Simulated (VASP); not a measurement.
Data:

```
Hf
1.0
    0.00000     2.22000     2.22000
    2.22000     0.00000     2.22000
    2.22000     2.22000     0.00000
Hf
1
Direct
  0.00000   0.00000   0.00000
```

Level of theory: LDA (Ceperley-Alder, Perdew-Zunger), VASP's LDA PAW potentials (set 64) (plane waves; VASP 6.6.1). Run with 300 eV cut-off, 13×13×13 Γ-centred mesh, Fermi-Dirac smearing of 0.050 eV, potentials Hf_pv.

At this cut-off the stress carries a Pulay error, which pulls relaxed volumes low.

**Question.** Give the stress tensor in GPa (positive for a compressed cell).

**Answer.** 
```
-5.79   0.00   0.00
 0.00  -5.79   0.00
 0.00   0.00  -5.79
```
The pressure is its mean diagonal, -5.79 GPa.

The structure comes from a measured Hf entry (Fm-3m) of the Crystallography Open Database, whose conditions weren't checked. The cell was not relaxed at this level.
